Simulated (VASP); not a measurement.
K6Ru2F11 (a cell with a defect), 19 atoms in the cell. The cell holds a defect, 19 atoms: a = 6.361 Å, b = 6.361 Å, c = 9.135 Å, α = 90.00°, β = 90.00°, γ = 90.00°. 

* Program: VASP 6.6.1
* Task: single point
* Functional: PBEsol
* Potentials or basis: VASP PAW PBE potentials, release 64 (K_sv, Ru_pv, F)
* Cutoff: 520 eV
* k mesh: 2 × 2 × 1
* Occupations: fermi-dirac, width 0.05 eV
* Spin: no spin polarisation
* Dipole correction: no
* Charge: 1
* Further INCAR settings: LREAL = Auto; ALGO = Fast; EDIFF = 1e-06; NBANDS = 94; NELECT = 158.0

Potentials or basis: VASP PAW PBE potentials, release 64 (K_sv, Ru_pv, F).

Command:

```console
$ cat potpaw_PBE.64/K_sv/POTCAR potpaw_PBE.64/Ru_pv/POTCAR potpaw_PBE.64/F/POTCAR > POTCAR
$ mpirun -np 1 vasp_std > vasp.out
```

Hardware: 1 thread of Intel(R) Xeon(R) 6975P-C (Granite Rapids), with other jobs on the host.

Q: Estimate the wall time of this run.

A: Run time: 2.6 min on 1 thread of Intel(R) Xeon(R) 6975P-C (Granite Rapids), with other jobs on the host, peak memory 0.43 GiB. Counts: scf iterations 28, k points 4.
